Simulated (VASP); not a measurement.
# Fe on the In site in InSe, part 2 of 2

Aim: the formation energy and local structure of Fe on the In site in InSe. The start is a cell from a database of measured crystal structures.

VASP 6.6.1, plane waves and PAW; the level of theory is named at each step.

So far. Step 7 (Reference Se): The run ended after 21 ionic steps, 0.123 eV below its first step, once forces and stress met EDIFFG = -0.02. Step 7 (Reference Se): Energy at zero smearing: -11.55997 eV.

The database entry behind the starting cell differs from later determinations by our own check (c about 1.7 % long), so it need not match the best structure at ambient conditions.

### Step 8. Relaxing the defect, charge 0

This step: PBEsol, spin-polarised from a ferromagnetic start; plane waves and PAW (Fe, In, Se) (VASP 6.6.1).

System of this step: In15FeSe16. The cell holds 32 atoms: 1 Fe, 15 In and 16 Se. Cell: a = 8.057 Å, b = 8.057 Å, c = 17.011 Å, α = 90.0°, β = 90.0°, γ = 120.0°. It derives from InSe. Nearest the centre at fractional (0.333, 0.167, 0.831): Fe1 at 0.02 Å, Se22 at 2.65 Å, Se21 at 2.68 Å, Se23 at 2.72 Å, In9 at 2.79 Å, In3 at 4.03 Å, In2 at 4.03 Å, In4 at 4.03 Å.

Atoms within 3.3 Å of the defect's centre start slightly displaced, with symmetry off, so that a distortion can develop. The atoms relax at the host's fixed cell.

Input file INCAR:

```
SYSTEM = In15FeSe16
PREC = Normal
ENCUT = 300
EDIFF = 1E-05
NELM = 120
ISMEAR = 0
SIGMA = 0.05
LREAL = Auto
ALGO = Fast
GGA = PS
NBANDS = 96
ISPIN = 2
MAGMOM = 3.5 0 0 0 0 0 0 0 0 0 0 0 0 0 0 0 0 0 0 0 0.6 0.6 0.6 0 0 0 0 0 0 0 0 0
LASPH = .TRUE.
LMAXMIX = 4
LORBIT = 11
LWAVE = True
LCHARG = .TRUE.
NCORE = 4
IBRION = 2
NSW = 50
ISIF = 2
EDIFFG = -0.03
POTIM = 0.4
MAXMIX = 40
ISYM = 0
```

Input file POSCAR:

```
In15FeSe16
1.0
    8.0574741478      0.0000000000      0.0000000000
   -4.0287370740      6.9779773024      0.0000000000
    0.0000000000      0.0000000000     17.0109036546
Fe In Se
1 15 16
Direct
    0.3335174800      0.1660987200      0.8325215400
    0.3333333300      0.6666666700      0.8313921100
    0.8333333300      0.1666666700      0.8313921100
    0.8333333300      0.6666666700      0.8313921100
    0.1666666700      0.3333333300      0.3313921100
    0.1666666700      0.8333333300      0.3313921100
    0.6666666700      0.3333333300      0.3313921100
    0.6666666700      0.8333333300      0.3313921100
    0.3368992700      0.1670708500      0.6672966800
    0.3333333300      0.6666666700      0.6686078900
    0.8333333300      0.1666666700      0.6686078900
    0.8333333300      0.6666666700      0.6686078900
    0.1666666700      0.3333333300      0.1686078900
    0.1666666700      0.8333333300      0.1686078900
    0.6666666700      0.3333333300      0.1686078900
    0.6666666700      0.8333333300      0.1686078900
    0.3333333300      0.1666666700      0.4070008600
    0.3333333300      0.6666666700      0.4070008600
    0.8333333300      0.1666666700      0.4070008600
    0.8333333300      0.6666666700      0.4070008600
    0.1625270800      0.3283040700      0.9100683700
    0.1655274300      0.8347476500      0.9065448500
    0.6754006100      0.3390098800      0.9081178300
    0.6666666700      0.8333333300      0.9070008600
    0.3333333300      0.1666666700      0.0929991400
    0.3333333300      0.6666666700      0.0929991400
    0.8333333300      0.1666666700      0.0929991400
    0.8333333300      0.6666666700      0.0929991400
    0.1666666700      0.3333333300      0.5929991400
    0.1666666700      0.8333333300      0.5929991400
    0.6666666700      0.3333333300      0.5929991400
    0.6666666700      0.8333333300      0.5929991400
```

Input file KPOINTS:

```
Automatic mesh
0
Gamma
2 2 1
0 0 0
```

Potentials, in the order of the species: Fe, In and Se (PBE family, release 64).

Started as:

```console
$ mpirun -np 4 vasp_std
```

Run time: 14 min. Hardware: 4 MPI ranks of Intel Xeon Platinum 8488C (Sapphire Rapids), shared host; peak memory 0.9 GiB; 53 min of CPU time.

Step by step:

```csv
step,energy less that of the first step (eV),largest force (eV/Å)
1,0.0000,1.3055
2,-0.2647,1.0836
3,-0.6008,0.4580
4,-0.6017,0.4880
5,-0.6504,0.3197
6,-0.6623,0.2961
7,-0.6994,0.2861
8,-0.7195,0.2001
9,-0.7199,0.2315
10,-0.7329,0.2639
11,-0.7331,0.2729
12,-0.7416,0.1473
13,-0.7435,0.1252
14,-0.7499,0.0776
15,-0.7509,0.1284
16,-0.7548,0.0477
17,-0.7549,0.0511
18,-0.7561,0.0423
19,-0.7561,0.0484
20,-0.7568,0.0246
```

The atoms that moved most (Å):

```csv
atom,dx,dy,dz,length
In9,-0.019,0.000,0.387,0.388
Fe1,-0.001,0.005,0.283,0.283
Se23,-0.130,-0.088,-0.168,0.230
Se21,0.103,-0.013,-0.203,0.228
Se22,0.019,0.091,-0.143,0.171
Se29,0.081,-0.045,0.071,0.117
Se30,0.001,0.092,0.072,0.117
Se31,-0.075,-0.044,0.069,0.111
```

The relaxed structure:

```
Fe In Se
1.0
     8.05747    0.00000    0.00000
    -4.02874    6.97798    0.00000
     0.00000    0.00000   17.01090
Fe In Se
1 15 16
Direct
  0.33376 0.16678 0.84917
  0.34000 0.66963 0.82793
  0.83079 0.16063 0.82800
  0.83073 0.66994 0.82793
  0.16647 0.33355 0.33167
  0.16649 0.83290 0.33168
  0.66709 0.33353 0.33167
  0.66667 0.83331 0.33181
  0.33451 0.16712 0.69005
  0.33251 0.66618 0.66519
  0.83417 0.16757 0.66522
  0.83401 0.66646 0.66514
  0.16636 0.33363 0.16857
  0.16636 0.83270 0.16858
  0.66732 0.33362 0.16860
  0.66669 0.83334 0.16813
  0.33332 0.16666 0.40672
  0.33322 0.66659 0.40741
  0.83342 0.16678 0.40742
  0.83342 0.66661 0.40742
  0.17431 0.32641 0.89813
  0.17439 0.84783 0.89812
  0.65295 0.32639 0.89823
  0.66691 0.83337 0.90798
  0.33334 0.16665 0.09361
  0.33302 0.66651 0.09250
  0.83350 0.16697 0.09253
  0.83350 0.66651 0.09252
  0.17343 0.32681 0.59717
  0.17341 0.84651 0.59721
  0.65425 0.32700 0.59703
  0.66688 0.83340 0.59023
```

Numbers from this step:

| Property | Result |
| --- | --- |
| electronic cycles | 161 |
| electrons | 149 |
| free energy (TOTEN) | -127.7377 eV |
| energy at zero smearing | -127.7302 eV |
| Fermi energy | 2.628 eV |
| moment of the cell, from the last line of the log | 4.405 μB |

Spin moment in the PAW sphere by element, in μB:

```csv
element,atoms,mean,spread (r.m.s.),least,largest
Fe,1,3.29,0.00,3.29,3.29
In,15,0.01,0.02,0.00,0.05
Se,16,0.02,0.04,0.00,0.11
```

The atoms nearest the centre:

```csv
atom,distance (Å),spin moment in the PAW sphere (μB)
Fe1,0.30,3.29
In9,2.40,0.05
Se21,2.50,0.11
Se22,2.50,0.11
Se23,2.50,0.11
In3,4.03,0.04
In2,4.03,0.04
In4,4.03,0.04
Se25,4.46,0.00
Se30,4.57,0.03
Se29,4.57,0.03
Se31,4.57,0.03
Se24,4.83,0.00
In11,4.92,0.01
```

Spin density in the ac plane at fractional y = 0.167, through the centre, with atoms of Fe and In and Se within 0.45 Å of it.

Ten even steps from '0' (0.0 e/Å³) to '9' (3.5 e/Å³), each cell a mean:
```
00000000000000000000000
00000000000000000000000
00000012200000000000000
00000049930000000000000
00000001100000000000000
00000000000000000000000
00000000000000000000000
00000000000000000000000
00000000000000000000000
00000000000000000000000
00000000000000000000000
00000000000000000000000
00000000000000000000000
00000000000000000000000
00000000000000000000000
00000000000000000000000
00000000000000000000000
00000000000000000000000
00000000000000000000000
00000000000000000000000
00000000000000000000000
00000000000000000000000
00000000000000000000000
00000000000000000000000
```
Columns run along a (8.1 Å), rows up along c (17.0 Å). Atoms in or near the plane, at fractional coordinates: Fe at (0.33, 0.85), In at (0.83, 0.83), In at (0.33, 0.69), In at (0.83, 0.67), Se at (0.33, 0.41), Se at (0.83, 0.41), Se at (0.33, 0.09), Se at (0.83, 0.09).

Valence density in the ac plane at fractional y = 0.167, through the centre, with atoms of Fe and In and Se within 0.45 Å of it. It is the smooth field of the valence electrons, not physical close to the nuclei.

Values in e/Å³, 13 rows by 16 columns, each cell a mean:
```
0.1 0.1 0.1 0.1 0.1 0.1 0.1 0.1 0.1 0.1 0.1 0.1 0.0 0.0 0.0 0.0
0.2 0.3 0.3 0.3 1.4 3.5 1.6 0.3 0.3 0.3 0.2 0.2 0.1 0.1 0.1 0.2
0.1 0.1 0.1 0.2 0.8 1.9 0.9 0.2 0.1 0.1 0.1 0.1 0.1 0.1 0.1 0.1
0.1 0.0 0.1 0.1 0.2 0.1 0.1 0.1 0.1 0.0 0.1 0.1 0.2 0.2 0.2 0.1
0.2 0.2 0.2 0.2 0.1 0.1 0.1 0.2 0.2 0.2 0.2 0.2 0.1 0.0 0.1 0.2
0.2 0.2 0.2 0.1 0.1 0.0 0.1 0.1 0.2 0.2 0.2 0.1 0.1 0.1 0.1 0.1
0.0 0.0 0.0 0.1 0.1 0.2 0.1 0.1 0.0 0.0 0.0 0.1 0.1 0.2 0.2 0.1
0.1 0.1 0.1 0.4 0.7 0.4 0.7 0.4 0.1 0.1 0.1 0.4 0.7 0.4 0.7 0.5
0.1 0.1 0.1 0.2 0.4 0.4 0.4 0.2 0.1 0.1 0.1 0.2 0.3 0.4 0.4 0.2
0.1 0.1 0.1 0.0 0.0 0.0 0.0 0.0 0.1 0.1 0.1 0.0 0.0 0.0 0.0 0.0
0.1 0.1 0.1 0.1 0.1 0.2 0.1 0.1 0.1 0.1 0.1 0.1 0.1 0.2 0.1 0.1
0.2 0.1 0.1 0.4 0.7 0.4 0.7 0.5 0.2 0.1 0.1 0.4 0.7 0.4 0.7 0.5
0.0 0.0 0.0 0.2 0.4 0.5 0.4 0.2 0.0 0.0 0.0 0.2 0.4 0.5 0.4 0.2
```
Columns run along a (8.1 Å), rows up along c (17.0 Å). Atoms in or near the plane, at fractional coordinates: Fe at (0.33, 0.85), In at (0.83, 0.83), In at (0.33, 0.69), In at (0.83, 0.67), Se at (0.33, 0.41), Se at (0.83, 0.41), Se at (0.33, 0.09), Se at (0.83, 0.09).

The run ended after 20 ionic steps, 0.757 eV below its first step, once the forces on the free atoms met EDIFFG = -0.03.

The 4 first neighbours (In and Se) lie 2.69 Å from the site on average (2.66 to 2.77) in the perfect crystal and 2.46 Å on average from the atom on it after the relaxation (-8.4 %, spread from 2.38 to 2.71 Å).

Levels at the Fermi energy are partly filled: the carrier is shared among close levels or spread over a band.

### Step 9. The defect cell, charge -1

This cell carries charge -1, set by NELECT and balanced by a uniform background.

Edit INCAR of step 8 so:

```diff
@@ -10,3 +10,4 @@
 GGA = PS
-NBANDS = 96
+NELECT = 150
+NBANDS = 100
 ISPIN = 2
@@ -17,3 +18,3 @@
 LWAVE = True
-LCHARG = .TRUE.
+LCHARG = .FALSE.
 NCORE = 4
```

Edit POSCAR of step 8 so:

```diff
@@ -8,3 +8,3 @@
 Direct
-    0.3335174800      0.1660987200      0.8325215400
+    0.3363862000      0.1701990000      0.8319748600
     0.3333333300      0.6666666700      0.8313921100
@@ -16,3 +16,3 @@
     0.6666666700      0.8333333300      0.3313921100
-    0.3368992700      0.1670708500      0.6672966800
+    0.3191783300      0.1585453500      0.6682996700
     0.3333333300      0.6666666700      0.6686078900
@@ -28,5 +28,5 @@
     0.8333333300      0.6666666700      0.4070008600
-    0.1625270800      0.3283040700      0.9100683700
-    0.1655274300      0.8347476500      0.9065448500
-    0.6754006100      0.3390098800      0.9081178300
+    0.1674545000      0.3345061300      0.9052687000
+    0.1629726700      0.8341914000      0.9061777100
+    0.6691761900      0.3365986900      0.9040931000
     0.6666666700      0.8333333300      0.9070008600
```

KPOINTS is that of step 8.

Started as:

```console
$ mpirun -np 4 vasp_std
```

It took 10 min on 4 MPI ranks; peak memory 0.93 GiB; 40 min of CPU time.

The steps of the relaxation:

```csv
step,energy less that of the first step (eV),largest force (eV/Å)
1,0.0000,1.4466
2,-0.2414,0.9250
3,-0.4830,0.4867
4,-0.5291,0.3565
5,-0.5384,0.3101
6,-0.5599,0.2191
7,-0.5736,0.2460
8,-0.5858,0.1643
9,-0.5862,0.2047
10,-0.5929,0.1813
11,-0.5946,0.1664
12,-0.6005,0.0645
13,-0.6010,0.1026
14,-0.6043,0.0618
15,-0.6045,0.0658
16,-0.6061,0.0444
17,-0.6062,0.0416
18,-0.6067,0.0256
```

The atoms that moved most (Å):

```csv
atom,dx,dy,dz,length
In9,0.073,0.053,0.356,0.368
Fe1,-0.017,-0.022,0.257,0.258
Se22,0.029,0.092,-0.108,0.145
Se23,-0.095,-0.068,-0.079,0.142
Se21,0.078,-0.051,-0.094,0.132
Se31,-0.076,-0.043,0.029,0.092
Se30,-0.007,0.078,0.025,0.082
Se29,0.062,-0.042,0.027,0.080
```

The relaxed structure:

```xyz
32
Lattice="8.0575 0.0000 0.0000 -4.0287 6.9780 0.0000 0.0000 0.0000 17.0109" Properties=species:S:1:pos:R:3 pbc="T T T"
Fe    2.0077    1.1653   14.4095
In    0.0024    4.6610   14.0867
In    6.0414    1.1589   14.0859
In    4.0190    4.6607   14.0855
In   -0.0012    2.3268    5.6441
In   -2.0143    5.8134    5.6435
In    4.0298    2.3261    5.6434
In    2.0151    5.8148    5.6436
In    2.0062    1.1593   11.7247
In   -0.0276    4.6391   11.3112
In    6.0342    1.1819   11.3120
In    4.0393    4.6368   11.3118
In   -0.0010    2.3263    2.8650
In   -2.0144    5.8134    2.8639
In    4.0298    2.3264    2.8639
In    2.0145    5.8149    2.8645
Se    2.0144    1.1628    6.9260
Se    0.0011    4.6526    6.9330
Se    6.0430    1.1616    6.9332
Se    4.0279    4.6520    6.9332
Se    0.0791    2.2836   15.3054
Se   -2.0187    5.9133   15.3072
Se    3.9404    2.2805   15.3001
Se    2.0104    5.8191   15.3983
Se    2.0137    1.1632    1.5799
Se    0.0017    4.6527    1.5739
Se    6.0434    1.1612    1.5739
Se    4.0270    4.6528    1.5737
Se    0.0622    2.2838   10.1144
Se   -2.0218    5.8930   10.1120
Se    3.9523    2.2830   10.1161
Se    2.0073    5.8123   10.0470
```

This step gave:

* electronic cycles: 149
* electrons: 150
* free energy (TOTEN): -124.9307 eV
* energy at zero smearing: -124.9199 eV
* Fermi energy: 2.933 eV
* moment of the cell, from the last line of the log: 4.158 μB

Spin moment in the PAW sphere by element, in μB:

```csv
element,atoms,mean,spread (r.m.s.),least,largest
Fe,1,3.23,0.00,3.23,3.23
In,15,0.01,0.02,0.00,0.05
Se,16,0.02,0.03,0.00,0.09
```

The atoms nearest the centre:

```csv
atom,distance (Å),spin moment in the PAW sphere (μB)
Fe1,0.27,3.23
In9,2.42,0.05
Se23,2.51,0.09
Se22,2.51,0.09
Se21,2.52,0.09
In2,4.02,0.02
In4,4.03,0.02
In3,4.03,0.02
Se25,4.45,0.00
Se31,4.61,0.03
Se29,4.61,0.03
Se30,4.62,0.03
Se24,4.81,0.00
In11,4.92,0.00
```

The run ended after 18 ionic steps, 0.607 eV below its first step, once the forces on the free atoms met EDIFFG = -0.03.

The 4 first neighbours (In and Se) lie 2.69 Å from the site on average (2.66 to 2.77) in the perfect crystal and 2.47 Å on average from the atom on it after the relaxation (-7.9 %, spread from 2.40 to 2.68 Å).

Levels at the Fermi energy are partly filled: the carrier is shared among close levels or spread over a band.

### Step 10. The defect cell, charge -2

This cell carries charge -2, set by NELECT and balanced by a uniform background.

Edit INCAR of step 9 so:

```diff
@@ -10,3 +10,3 @@
 GGA = PS
-NELECT = 150
+NELECT = 151
 NBANDS = 100
```

Edit POSCAR of step 9 so:

```diff
@@ -8,3 +8,3 @@
 Direct
-    0.3363862000      0.1701990000      0.8319748600
+    0.3329135200      0.1644192500      0.8306636400
     0.3333333300      0.6666666700      0.8313921100
@@ -16,3 +16,3 @@
     0.6666666700      0.8333333300      0.3313921100
-    0.3191783300      0.1585453500      0.6682996700
+    0.3312535700      0.1700337500      0.6722350400
     0.3333333300      0.6666666700      0.6686078900
@@ -28,5 +28,5 @@
     0.8333333300      0.6666666700      0.4070008600
-    0.1674545000      0.3345061300      0.9052687000
-    0.1629726700      0.8341914000      0.9061777100
-    0.6691761900      0.3365986900      0.9040931000
+    0.1686566800      0.3324875400      0.9066856300
+    0.1676717300      0.8361272800      0.9051202900
+    0.6557386400      0.3228695100      0.9091148100
     0.6666666700      0.8333333300      0.9070008600
```

KPOINTS is that of step 9.

Started as:

```console
$ mpirun -np 4 vasp_std
```

Run time: 12 min. Hardware: 4 MPI ranks; peak memory 0.93 GiB.

Step by step:

```csv
step,energy less that of the first step (eV),largest force (eV/Å)
1,0.0000,1.1974
2,-0.2223,0.9460
3,-0.4378,0.3800
4,-0.4394,0.3978
5,-0.4798,0.2596
6,-0.4887,0.2263
7,-0.5036,0.1806
8,-0.5105,0.2125
9,-0.5128,0.1571
10,-0.5229,0.1901
11,-0.5247,0.2546
12,-0.5311,0.1421
13,-0.5318,0.1220
14,-0.5321,0.0909
15,-0.5366,0.0744
16,-0.5370,0.0996
17,-0.5395,0.0536
18,-0.5396,0.0525
19,-0.5407,0.0316
20,-0.5408,0.0248
```

The atoms that moved most (Å):

```csv
atom,dx,dy,dz,length
In9,0.027,-0.024,0.314,0.316
Fe1,-0.011,0.011,0.272,0.272
Se23,-0.051,0.011,-0.132,0.142
Se21,0.070,-0.051,-0.089,0.124
Se22,0.001,0.083,-0.065,0.105
Se31,-0.069,-0.040,0.012,0.080
Se30,-0.004,0.072,0.016,0.074
Se29,0.060,-0.036,0.011,0.071
```

The relaxed structure:

```cif
data_structure
_symmetry_space_group_name_H-M 'P 1'
_symmetry_Int_Tables_number 1
_cell_length_a 8.0575
_cell_length_b 8.0575
_cell_length_c 17.0109
_cell_angle_alpha 90.000
_cell_angle_beta 90.000
_cell_angle_gamma 120.000
_cell_volume 956.44
loop_
_atom_site_label
_atom_site_type_symbol
_atom_site_fract_x
_atom_site_fract_y
_atom_site_fract_z
_atom_site_occupancy
Fe1 Fe 0.33237 0.16597 0.84663 1
In2 In 0.32889 0.66407 0.82955 1
In3 In 0.83477 0.16999 0.82953 1
In4 In 0.83432 0.66368 0.82970 1
In5 In 0.16676 0.33315 0.33176 1
In6 In 0.16671 0.83352 0.33175 1
In7 In 0.66643 0.33323 0.33177 1
In8 In 0.66661 0.83322 0.33145 1
In9 In 0.33284 0.16655 0.69070 1
In10 In 0.32876 0.66452 0.66591 1
In11 In 0.83523 0.17117 0.66591 1
In12 In 0.83480 0.66395 0.66608 1
In13 In 0.16650 0.33344 0.16811 1
In14 In 0.16649 0.83306 0.16807 1
In15 In 0.66689 0.33345 0.16810 1
In16 In 0.66656 0.83327 0.16781 1
Se17 Se 0.33331 0.16660 0.40814 1
Se18 Se 0.33412 0.66706 0.40739 1
Se19 Se 0.83285 0.16574 0.40739 1
Se20 Se 0.83291 0.66707 0.40742 1
Se21 Se 0.17370 0.32520 0.90145 1
Se22 Se 0.17367 0.84799 0.90130 1
Se23 Se 0.65024 0.32448 0.90136 1
Se24 Se 0.66599 0.83275 0.90427 1
Se25 Se 0.33329 0.16665 0.09197 1
Se26 Se 0.33380 0.66691 0.09227 1
Se27 Se 0.83302 0.16610 0.09231 1
Se28 Se 0.83302 0.66694 0.09228 1
Se29 Se 0.17157 0.32823 0.59365 1
Se30 Se 0.17133 0.84369 0.59393 1
Se31 Se 0.65531 0.32765 0.59369 1
Se32 Se 0.66652 0.83331 0.59117 1
```

The run ended after 20 ionic steps, 0.541 eV below its first step, once the forces on the free atoms met EDIFFG = -0.03.

The 4 first neighbours (In and Se) lie 2.69 Å from the site on average (2.66 to 2.77) in the perfect crystal and 2.47 Å on average from the atom on it after the relaxation (-8.1 %, spread from 2.41 to 2.65 Å).

Levels at the Fermi energy are partly filled: the carrier is shared among close levels or spread over a band.

### Step 11. Side by side

Times are for 4 MPI ranks of Intel Xeon Platinum 8488C (Sapphire Rapids), shared host. Results by setting:

```csv
no.,charge,electrons,time,memory (GiB)
1,-2,151,12 min,0.93
2,-1,150,10 min,0.93
3,0,149,14 min,0.9
```

### Step 12. Putting the energies together

This step: point defect, PBEsol; plane waves and PAW (VASP 6.6.1).

No new run; the numbers come from the runs before.

This step gave:

```yaml
formation_energy_of_the_neutral_defect: 1.948 eV
gap_of_the_perfect_supercell_on_its_mesh: 0.3916 eV
dielectric_constant_in_the_correction: 15.29
host_formation_enthalpy: -0.4540 eV/atom
```

Formation energies (In from its element, Fe from its element), with the Fermi level at the valence top and at the conduction bottom (gap 0.39 eV):

```csv
charge,at valence top (eV),at conduction bottom (eV),correction included (eV)
0,1.95,1.95,0.00
−1,2.20,1.81,0.07
−2,2.92,2.14,0.27
```

```json
{"Fermi level (eV)": "0.00", "lowest formation energy (eV)": "1.95"}
{"Fermi level (eV)": "0.04", "lowest formation energy (eV)": "1.95"}
{"Fermi level (eV)": "0.07", "lowest formation energy (eV)": "1.95"}
{"Fermi level (eV)": "0.11", "lowest formation energy (eV)": "1.95"}
{"Fermi level (eV)": "0.14", "lowest formation energy (eV)": "1.95"}
{"Fermi level (eV)": "0.18", "lowest formation energy (eV)": "1.95"}
{"Fermi level (eV)": "0.21", "lowest formation energy (eV)": "1.95"}
{"Fermi level (eV)": "0.25", "lowest formation energy (eV)": "1.95"}
{"Fermi level (eV)": "0.28", "lowest formation energy (eV)": "1.92"}
{"Fermi level (eV)": "0.32", "lowest formation energy (eV)": "1.88"}
{"Fermi level (eV)": "0.36", "lowest formation energy (eV)": "1.85"}
{"Fermi level (eV)": "0.39", "lowest formation energy (eV)": "1.81"}
```

The formation energy is the energy of the relaxed defect cell less that of the perfect cell, with each removed atom booked to its reference and each added atom taken from it. For charge q, q times the Fermi level (the perfect cell's valence-band top plus E_F) and an image-charge term are added.

References, in eV an atom: Fe -8.927 (crystal Im-3m), In -2.971 (crystal I4/mmm) and Se -3.853 (crystal P3_121). They were run at the supercell's cutoff and functional, without U, and count both elements from their own phases.

By charge state:

```csv
charge,"formation energy, Fermi level at the valence-band top (eV)",of which image charge (eV),shift of the far core potentials (eV),moment (μB),largest move from the displaced start (Å)
-2,2.922,0.267,-0.477,3.50,0.32
-1,2.202,0.067,-0.361,4.16,0.37
0,1.948,0.000,-0.210,4.41,0.39
```

The image-charge term is the point-charge Madelung energy over a dielectric constant of 15.29 (electrons and ions), scaled by 1 − (1 − 1/ε)/3. The potential shift aligns the single-particle levels and is not added to the energies; levels within 0.4 eV of an edge, or in cells whose shift exceeds 0.2 eV, are left out, since at this cell size they may be band states; some may be the defect's own. The shift reaches 0.48 eV here; since it is left out, levels between charges can be wrong by as much, and with them the order of the charges.

Levels between neighbouring charges run, above the valence-band top: (-1/-2) at 0.72 eV and (0/-1) at 0.25 eV. The gap of the perfect cell on its mesh is 0.39 eV; a level outside it means that one of its two charges is never the lower one for a Fermi level in the gap.

### Step 13. Results

```yaml
formation_energy_at_charge_minus_2: 2.922 eV
formation_energy_at_charge_minus_1: 2.202 eV
formation_energy_at_charge_0: 1.948 eV
gap_of_the_perfect_supercell_on_its_mesh: 0.392 eV
host_formation_enthalpy: -0.454 eV/atom
```

Fe on the In site costs 2.92 eV at charge -2, 2.20 eV at charge -1 and 1.95 eV at charge 0 with the Fermi level at the valence-band top, with every exchanged atom at the energy of its element. At charge 0: The 4 first neighbours (In and Se) lie 2.69 Å from the site on average (2.66 to 2.77) in the perfect crystal and 2.46 Å on average from the atom on it after the relaxation (-8.4 %, spread from 2.38 to 2.71 Å). At charge -1: The 4 first neighbours (In and Se) lie 2.69 Å from the site on average (2.66 to 2.77) in the perfect crystal and 2.47 Å on average from the atom on it after the relaxation (-7.9 %, spread from 2.40 to 2.68 Å). At charge -2: The 4 first neighbours (In and Se) lie 2.69 Å from the site on average (2.66 to 2.77) in the perfect crystal and 2.47 Å on average from the atom on it after the relaxation (-8.1 %, spread from 2.41 to 2.65 Å). The crystal is layered and no dispersion term is used, so the spacing and binding between its layers, and what hangs on them, are unreliable. With the Fermi level at the valence-band top the lowest of the charge states run is 0, and at the conduction-band bottom -1. Semilocal functionals make the gap too small, so transition levels near the band edges are uncertain. At charge -2 the Fermi energy lies 0.4 eV above the perfect cell's conduction-band bottom, before alignment: the electron seems to fill the band on a coarse mesh, which would make that state too costly. The supercell of 32 atoms is small, so interactions between images remain.

[Lines on the potential files, build, host, timing and source positions are cut from VASP's logs without a mark.]

[Logs are printed without paths, hosts, clocks, repeated set-up lines and the standing remarks that a program may print on its own settings, such as how far it seeks lower states.]

[Hosts, paths, dates, database ids (printed as entryN), source tags and the programs' standing remarks are cut or masked in the printed files.]

[In band tables of VASP the shares of atoms and orbitals are scaled to a sum of 1 inside the atoms' spheres.]

[Runs that stopped without an error message from VASP are left out.]
